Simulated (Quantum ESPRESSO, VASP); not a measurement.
Given: the input of a run of Quantum ESPRESSO 7.5 on Tl3Cu. Atoms were shifted at random by some hundredths of an Å from the given cell, which wasn't relaxed again for these runs. The cell comes from a database or a generator and needn't be the stable form of this composition.

Contents of pw.in:

```
&CONTROL
  calculation = 'scf'
  prefix = 'pwscf'
  outdir = './tmp'
  pseudo_dir = './pseudo'
  tprnfor = .true.
  tstress = .true.
  disk_io = 'nowf'
/
&SYSTEM
  ibrav = 0
  nat = 4
  ntyp = 2
  ecutwfc = 55
  ecutrho = 440
  nbnd = 34
  occupations = 'smearing'
  smearing = 'fd'
  degauss = 0.00367493
/
&ELECTRONS
  conv_thr = 8d-10
  electron_maxstep = 120
  mixing_beta = 0.5
/
ATOMIC_SPECIES
Tl   204.3800 Tl_pbe_v1.2.uspp.F.UPF
Cu    63.5460 Cu.paw.z_11.ld1.psl.v1.0.0-low.upf
CELL_PARAMETERS angstrom
   4.7169980000    0.0000000000    0.0000000000
   0.0000000000    4.7169980000    0.0000000000
   0.0000000000    0.0000000000    4.7169980000
ATOMIC_POSITIONS crystal
Tl     0.4860400000    0.4943860000   -0.0010890000
Tl     0.4862030000   -0.0018420000    0.4970310000
Tl    -0.0049140000    0.4939400000    0.5097670000
Cu    -0.0027730000    0.0028380000    0.0064700000
K_POINTS automatic
6 6 6 0 0 0
```

Potentials or basis: SSSP 1.3 efficiency PBE.

Launch:

```console
$ OMP_NUM_THREADS=1 pw.x -in pw.in > pw.out
```

Question: Translate it to VASP 6.6.1. Potentials or basis there: PBE PAW files Cu, Tl_d, 520 eV.

Answer: As run (cutoffs and basis follow the program's own potentials, and thresholds, step limits or extra output files can differ):

Contents of INCAR:

```
PREC = Accurate ; ENCUT = 520
EDIFF = 1E-7 ; ISMEAR = -1
SIGMA = 0.05 ; LREAL = False
LASPH = True ; NELM = 100
ALGO = Normal ; ISIF = 2
LWAVE = False ; LCHARG = True
GGA = PE ; LELF = True
LVHAR = True ; NBANDS = 33
```

KPOINTS

```
regular mesh
0
Gamma
  6 6 6
```

Contents of POSCAR:

```
Tl3Cu
1.0
    4.7169980000      0.0000000000      0.0000000000
    0.0000000000      4.7169980000      0.0000000000
    0.0000000000      0.0000000000      4.7169980000
Tl Cu
3 1
Direct
    0.4860400000      0.4943860000     -0.0010890000
    0.4862030000     -0.0018420000      0.4970310000
   -0.0049140000      0.4939400000      0.5097670000
   -0.0027730000      0.0028380000      0.0064700000
```

Potentials or basis: VASP PAW PBE potentials, release 64 (Tl_d, Cu).

Run with:

```console
$ cat potpaw_PBE.64/Tl_d/POTCAR potpaw_PBE.64/Cu/POTCAR > POTCAR
$ mpirun -np 1 vasp_std > vasp.out
```

Both were run:

|  | Quantum ESPRESSO | VASP |
| --- | --- | --- |
| Pressure | -0.3 GPa | 0.0 GPa |
| Largest force | 0.181 eV/Å | 0.181 eV/Å |

Pressure is positive in compression.
